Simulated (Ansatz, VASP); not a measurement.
## MnS: VASP beside Ansatz

One calculation is typed for both programs; each brings its own data sets and cutoff. How far apart do they land?

Program: Ansatz 0.2.0. Level of theory: plane waves, with VASP 6.6.1 beside it; relaxation of cell and atoms at r2SCAN with rVV10. Results are calculated unless marked as measured.

The database entry behind the starting cell differs from later determinations by our own check (an axis about 0.2 % short against later determinations), so it need not match the best structure at ambient conditions.

## Step 1: The structure

Symmetry: Fm-3m, No. 225, cubic system. Conventional cell: a = 5.209 Å, b = 5.209 Å, c = 5.209 Å, α = 90.00°, β = 90.00°, γ = 90.00°. Nearest to Mn lie 6 S at 2.60 Å. S has 6 Mn at 2.60 Å nearest. Farther neighbours and most contacts between anions are not listed.

Structure file:

```cif
data_structure
_symmetry_space_group_name_H-M 'P 1'
_symmetry_Int_Tables_number 1
_cell_length_a 3.6833
_cell_length_b 3.6833
_cell_length_c 3.6833
_cell_angle_alpha 60.000
_cell_angle_beta 60.000
_cell_angle_gamma 60.000
_cell_volume 35.33
loop_
_atom_site_label
_atom_site_type_symbol
_atom_site_fract_x
_atom_site_fract_y
_atom_site_fract_z
_atom_site_occupancy
Mn1 Mn 0.00000 0.00000 0.00000 1
S2 S 0.50000 0.50000 0.50000 1
```

## Step 2: Ansatz: relaxation of cell and atoms, r2SCAN with rVV10

Ansatz runs on its default PAW (the set named soft_2) files.

The relaxed volume is the usual yardstick between codes: its relative difference is about their pressure difference at one cell divided by the bulk modulus.

The input, input.yaml:

```yaml
crystal:
  lattice:
    - [0.0, 2.6045, 2.6045]
    - [2.6045, 0.0, 2.6045]
    - [2.6045, 2.6045, 0.0]
  atoms:
    - { symbol: Mn, position: [0.0, 0.0, 0.0], spin: 4.0 }
    - { symbol: S, position: [0.5, 0.5, 0.5] }
hamiltonian:
  xc: r2scan
  pseudopotentials: { kind: paw }
  dispersion: rvv10
magnetization:
  spin_polarized: true
kpoints:
  mp_grid: { grid: [7, 7, 7] }
scf:
  occupations: { method: fermi_dirac, width: 0.05 }
relax:
  f_tol: 0.01
  max_steps: 60
  cell: { stress_tol: 0.05 }
output:
  forces: true
  stress: true
```

Command:

```sh
ansatz run input.yaml --threads 4 --pin off --max-ram 9216MiB --backend cpu --events-out ev --progress --plain --runs-dir out
```

Numbers of over 12 decimals in the logs are rounded to 6 here.

What it wrote:

```text
Engine: ansatz 0.2.0, x86_64-unknown-linux-gnu
Pseudopotentials: kind: paw
Pseudopotential: Mn, paw, valence charge 15, recommended cutoff 500 eV (meta_gga), Mn.paw.azcp
Pseudopotential: S, paw, valence charge 6, recommended cutoff 500 eV (meta_gga), S.paw.azcp
Functional definition: r2SCAN+rVV10
  parameter k0 = 0.174
  parameter k1 = 0.065
  parameter a1 = 4.9479
  exchange = r2scan_x(k0 = k0, k1 = k1, a1 = a1)
  correlation = r2scan_c + rvv10(11.95, 0.0093)
Crystal: 2 atoms, lattice volume = 35.335 Å³
Basis set: ecut = 500 eV, 893 PW (Γ), exchange–correlation on 128×128×128 points (64 copies of the dense FFT grid, shifted against one another)
Bands: 17, of which v1, the nominal top of the filled ones, is band 11 counted from 1 (10 counted from 0)
Symmetry: 48 space group operations
Space group: Fm-3m (ITA 225), of the structure as read, at distance tolerance 3.3e-5 Å
Magnetic group: BNS 225.116 (UNI 1618), of the structure as read, at distance tolerance 3.3e-5 Å
k-points: 20 of 343
Non-local potential: Mn, projectors of the file, l = 0: 3, l = 1: 2, l = 2: 3, l = 3: 1
Non-local potential: S, projectors of the file, l = 0: 2, l = 1: 2, l = 2: 2
PAW form: soft (Blöchl's): semilocal exchange-correlation on the pseudo side does not see the compensation charge
rVV10 density: all electrons in the spheres
PAW frozen core: Mn, regenerated for the run's functional (the file was generated under x = pbe(κ = 0.804, μ = 0.219515), c = pbe(β = 0.066725))
PAW frozen core: S, regenerated for the run's functional (the file was generated under x = pbe(κ = 0.804, μ = 0.219515), c = pbe(β = 0.066725))
PAW one-centre angular grid: Mn, 590 points (default); XC on 160 Gauss nodes
PAW one-centre angular grid: S, 302 points (default); XC on 160 Gauss nodes
Initial density: superposition of atomic densities (chi_scale 0.1, normalization cell, long waves kept (reshape's long-wave potential 0.00 eV rms))
Starting moments: Σ|m| = 4 μB on 1 of 2 sites
Initial wavefunctions: pseudopotential atomic-orbital guess
Functional: x = r2scan, c = r2scan + rvv10(b = 11.95, C = 0.0093); τ floored in thin density (d = 2e-4 eV/Å³)
SCF iter   1: F=—  HF=-4809.854954 eV  |F-HF|=—  |Δ(HF+E_count)|=         —  Δρ=8.96e-2 (↑8.96e-2 ↓1.97e-2)  dr2=1.87e0  dr2_τ=1.07e-2  dr2_m=8.38e-1  M=4.676 μB ∫|m|=4.676 μB  β_m=1.00  ethr=3.10e-3  ⟨swp⟩=4.4  Hψ=3192  notcnv=0
Mixer restart at iter 1: flushing history
preconditioner: auto → Kerker (q_TF=auto, 2.502 Å⁻¹)  [metal: Δε(μ)=0.046 eV  Ē_g=10.007 eV  σ=0.050 eV  W_gap=0.23  n_scr=14 (ndim 8)  ℏωp=22.5 eV  f_vac=0.000  D(μ)=0.72/eV (n_scr^D=0)]
spin=Collinear: Kerker preconditioning applied to the charge; magnetization (m = ρ↑ − ρ↓) channel mixes plain (no charge-response kernel on spin).
SCF iter   2: F=—  HF=-4809.847054 eV  |F-HF|=—  |Δ(HF+E_count)|=   7.90e-3  Δρ=2.18e-2 (↑2.18e-2 ↓2.13e-2)  dr2=5.73e-1  dr2_τ=9.80e-3  dr2_m=2.15e-3  M=4.774 μB ∫|m|=4.775 μB  β_m=1.00  ethr=3.10e-3  ⟨swp⟩=2.1  Hψ=1543  notcnv=0  defer=20  κ⁻¹=1.0e0(r=1)
preconditioner: auto → none  [insulator: Δε(μ)=0.147 eV  Ē_g=10.216 eV  σ=0.050 eV  W_gap=0.54  n_scr=14 (ndim 8)  ℏωp=22.5 eV  f_vac=0.000  D(μ)=0.61/eV (n_scr^D=0)  ε∞_Penn≈5.9]
SCF iter   3: F=—  HF=-4810.198508 eV  |F-HF|=—  |Δ(HF+E_count)|=   3.51e-1  Δρ=7.58e-3 (↑7.58e-3 ↓7.34e-3)  dr2=5.85e-2  dr2_τ=1.37e-3  dr2_m=5.89e-4  M=4.875 μB ∫|m|=4.875 μB  β_m=1.00  ethr=2.73e-3  ⟨swp⟩=2.5  Hψ=1209  notcnv=0  defer=28  κ⁻¹=1.6e-1(r=2)
SCF iter   4: F=—  HF=-4810.295479 eV  |F-HF|=—  |Δ(HF+E_count)|=         —  Δρ=5.84e-3 (↑5.84e-3 ↓4.31e-3)  dr2=2.41e-2  dr2_τ=4.89e-4  dr2_m=1.26e-3  M=4.929 μB ∫|m|=4.929 μB  β_m=1.00  ethr=2.78e-4  ⟨swp⟩=2.6  Hψ=1506  notcnv=0  defer=28
Mixer restart at iter 4: flushing history
SCF iter   5: F=—  HF=-4810.341541 eV  |F-HF|=—  |Δ(HF+E_count)|=   4.61e-2  Δρ=3.27e-3 (↑3.27e-3 ↓3.17e-3)  dr2=7.86e-3  dr2_τ=1.67e-4  dr2_m=1.40e-4  M=4.947 μB ∫|m|=4.947 μB  β_m=1.00  ethr=1.15e-4  ⟨swp⟩=2.3  Hψ=975  notcnv=0  defer=28  κ⁻¹=1.0e0(r=1)
SCF iter   6: F=—  HF=-4810.390205 eV  |F-HF|=—  |Δ(HF+E_count)|=   4.87e-2  Δρ=2.26e-3 (↑2.26e-3 ↓2.26e-3)  dr2=4.59e-3  dr2_τ=6.48e-5  dr2_m=1.66e-4  M=4.958 μB ∫|m|=4.958 μB  β_m=1.00  ethr=3.74e-5  ⟨swp⟩=2.5  Hψ=1311  notcnv=0  defer=28  κ⁻¹=4.1e-2(r=2)
SCF iter   7: F=—  HF=-4810.433387 eV  |F-HF|=—  |Δ(HF+E_count)|=   4.32e-2  Δρ=8.49e-4 (↑8.25e-4 ↓8.49e-4)  dr2=1.09e-3  dr2_τ=1.16e-5  dr2_m=2.90e-6  M=4.964 μB ∫|m|=4.964 μB  β_m=1.00  ethr=2.18e-5  ⟨swp⟩=2.0  Hψ=1332  notcnv=0  defer=28  κ⁻¹=2.2e-2(r=3)
SCF iter   8: F=—  HF=-4810.440662 eV  |F-HF|=—  |Δ(HF+E_count)|=   7.28e-3  Δρ=3.41e-4 (↑2.63e-4 ↓3.41e-4)  dr2=1.08e-4  dr2_τ=2.87e-6  dr2_m=1.71e-6  M=4.965 μB ∫|m|=4.965 μB  β_m=1.00  ethr=5.21e-6  ⟨swp⟩=2.0  Hψ=1258  notcnv=0  defer=28  κ⁻¹=8.4e-3(r=4)
SCF iter   9: F=—  HF=-4810.440648 eV  |F-HF|=—  |Δ(HF+E_count)|=   1.40e-5  Δρ=1.52e-4 (↑1.29e-4 ↓1.52e-4)  dr2=1.97e-5  dr2_τ=1.67e-7  dr2_m=2.20e-7  M=4.965 μB ∫|m|=4.965 μB  β_m=1.00  ethr=5.15e-7  ⟨swp⟩=2.0  Hψ=1019  notcnv=0  defer=28  κ⁻¹=4.8e-4(r=5)
SCF iter  10: F=—  HF=-4810.440648 eV  |F-HF|=—  |Δ(HF+E_count)|=   6.26e-7  Δρ=5.59e-5 (↑5.59e-5 ↓4.72e-5)  dr2=1.76e-6  dr2_τ=2.39e-8  dr2_m=6.68e-8  M=4.965 μB ∫|m|=4.965 μB  β_m=1.00  ethr=9.38e-8  ⟨swp⟩=2.0  Hψ=977  notcnv=0  defer=28  κ⁻¹=9.9e-5(r=6)
SCF iter  11: F=—  HF=-4810.440649 eV  |F-HF|=—  |Δ(HF+E_count)|=   8.22e-7  Δρ=1.29e-5 (↑1.29e-5 ↓1.06e-5)  dr2=1.03e-7  dr2_τ=1.63e-9  dr2_m=4.66e-9  M=4.965 μB ∫|m|=4.965 μB  β_m=1.00  ethr=8.40e-9  ⟨swp⟩=2.4  Hψ=1137  notcnv=0  defer=28  κ⁻¹=4.6e-6(r=7)
SCF iter  12: F=—  HF=-4810.440649 eV  |F-HF|=—  |Δ(HF+E_count)|=   1.50e-7  Δρ=5.73e-6 (↑5.73e-6 ↓5.72e-6)  dr2=1.91e-8  dr2_τ=4.61e-10  dr2_m=2.04e-10  M=4.965 μB ∫|m|=4.965 μB  β_m=1.00  ethr=4.91e-10  ⟨swp⟩=1.8  Hψ=851  notcnv=0  defer=28  κ⁻¹=2.6e-7(r=8)
SCF iter  13: F=—  HF=-4810.440649 eV  |F-HF|=—  |Δ(HF+E_count)|=   9.92e-8  Δρ=2.31e-6 (↑2.31e-6 ↓1.61e-6)  dr2=1.73e-9  dr2_τ=6.34e-11  dr2_m=3.38e-10  M=4.965 μB ∫|m|=4.965 μB  β_m=1.00  ethr=9.10e-11  ⟨swp⟩=2.0  Hψ=1065  notcnv=0  defer=28  κ⁻¹=4.8e-7(r=8)
SCF iter  14: F=-4810.440649 eV  HF=-4810.440649 eV  |F-HF|=3.16e-10  |Δ(HF+E_count)|=   7.82e-9  Δρ=4.56e-7 (↑3.45e-7 ↓4.56e-7)  dr2=4.89e-11  dr2_τ=3.91e-12  dr2_m=2.74e-11  M=4.965 μB ∫|m|=4.965 μB  ethr=8.22e-12  ⟨swp⟩=1.0  Hψ=1941  notcnv=0
SCF 1 converged in 14 iterations: F = -4810.440649 eV  dr2 = 4.89e-11
  greatest PAW one-centre occupation: 1.005 electrons in one spin orbital (limit 2), on the Mn atom at site 0 (counted from 0), in its partial waves of l = 1
relax step   1: F+E_penalty+E_count = -4810.44064888 eV  Δ(F+E_penalty+E_count) = +0.000e0 eV  max|allowed force component| = 1.288e-29 eV/Å  Δτ_max = 0.0000 Å  P = -0.764 GPa  Ω = 35.335 Å³  (14 SCF iters, dr2 threshold 1.00e-7 eV, accepted)
[...]
relax step   2: F+E_penalty+E_count = -4810.44154357 eV  Δ(F+E_penalty+E_count) = -8.947e-4 eV  max|allowed force component| = 1.381e-30 eV/Å  Δτ_max = 0.0000 Å  P = -0.014 GPa  Ω = 35.035 Å³  energy of the carried Pulay correction = +1.607e-4 eV  (8 SCF iters, dr2 threshold 2.00e-7 eV, accepted)
[...]
relax step   3: F+E_penalty+E_count = -4810.44137154 eV  Δ(F+E_penalty+E_count) = +1.720e-4 eV  max|allowed force component| = 1.742e-30 eV/Å  Δτ_max = 0.0000 Å  P = -0.018 GPa  Ω = 35.035 Å³  stress off target by 1.78e-2 GPa  SCF on the basis re-selected at this cell (its energy is not comparable with the rows above)  (11 SCF iters)
basis re-selected at this cell: Δ(F+E_penalty+E_count) = +1.720e-4 eV, ΔP = -0.004 GPa vs the last step (what re-selecting the basis moved, of the pressure what is left beyond the Pulay correction that the steps carried, after the strain that the cell walked since its last selection, with what the two solves' SCF thresholds leave and, on support functions, any second-order correction that the steps lacked; it is no measure of the basis error at this ecutwfc). The dense FFT grid was sized anew with the basis: this SCF ran on 30×30×30 points, the steps before it on 32×32×32, so part of this shift can come from that change (see relax.cell in the input reference). [rest of the remark cut]
SCF converged after 11 iterations
Stability not checked: this state was not tested for a lower state beside it, because the mixer in use, unlike msr1, does not test its closes by its own steps (another_mixer; see scf.mixing.algorithm and scf.lower_state_search)
Magnetization: 4.9638 μB (12.9819 up, 8.0181 down)
Absolute magnetization: 4.9638 μB (∫|ρ↑−ρ↓|, with the PAW one-centre terms)
Spin contamination: 0.0149 ħ² per cell (⟨S²⟩ above its minimum at these occupations)
Per-site moments (μB) at R_I (Å): [(4.433868, 1.071304), (0.182547, 1.071304)]
Free energy (F): -4810.441372 eV
Harris-Foulkes:  -4810.441372 eV  (|F-HF|=9.09e-13)
Internal energy: -4810.438593 eV  (E = F + TS)
E sigma→0 (E₀):  -4810.439982 eV
Entropy (-TS):   -0.002779 eV (-1.389 meV/atom)
Fermi energy:    10.502290 eV
--- Per-component energies (eV) ---
  E_band       = -316.977431
  E_kinetic    = 406.114800
  E_local      = -2449.255600  (includes V_loc(G=0)·N_el)
  E_nonlocal   = 283.989783
  E_hartree    = 1005.868394
  E_xc         = -197.663678
  E_vxc        = -251.576759  (∫ρ·V_xc dr)
  E_paw        = -1928.501176  (= ΣΔE_a)
  E_vpaw       = -333.037343  (= ΣTr[D̂ρ^β])
  E_aug_tail   = -0.000003  (compensation charges beyond the density's cutoff)
  E_vtau       = 15.050920  (kinetic-family band-sum trace: ∫τ·v_τ [+ j·A + Jᵃ·Aᵃ] dr)
  E_ewald      = -1930.598303
  E_core_change = -0.392810  (= ΣΔE_core)
  E_smearing   = -0.002779  (= −TS)
  E_closure    = 0.000000  (closes the sum)
  Σ components = -4810.441372   (vs F -4810.441372, Δ=0.00e0)
--- Forces (eV/Å), atoms counted from 1 ---
  atom   1  Mn    -0.00000000     0.00000000     0.00000000
  atom   2  S      0.00000000    -0.00000000    -0.00000000
  max |Σ_I F_I| component: 3.09e-30 eV/Å
--- Stress (GPa, compression-positive) ---
       -0.017768      -0.000000      -0.000000
       -0.000000      -0.017768      -0.000000
       -0.000000      -0.000000      -0.017768
  P = ⅓ Tr σ = -0.0178 GPa (-0.178 kbar)
--- Relaxed structure (2 steps of the walk, 2 accepted, 1 SCFs on fresh bases) ---
  F+E_penalty+E_count = -4810.44137154 eV   max|allowed force component| = 1.742e-30 eV/Å   (the final SCF, on the basis selected at the relaxed cell)
  cell:  # Å, volume = 35.0346 Å³
    - [0, 2.597102, 2.597102]
    - [2.597102, 0, 2.597102]
    - [2.597102, 2.597102, 0]
  atoms:
    - { symbol: Mn, position: [0, 0, 0] }
    - { symbol: S, position: [0.5, 0.5, 0.5] }
```

It took 4.8 s on 4 threads of Intel Xeon Platinum 8559C (Emerald Rapids), shared host; peak memory 0.57 GiB; 16 s of CPU time.

(Continued in part 2 of 2.)

[Lines on the potential files, build, host, timing and source positions are cut from VASP's logs without a mark.]

[Logs are printed without paths, hosts, clocks, repeated set-up lines and the standing remarks that a program may print on its own settings, such as how far it seeks lower states.]

[Hosts, paths, dates, database ids (printed as entryN), source tags and the programs' standing remarks are cut or masked in the printed files.]
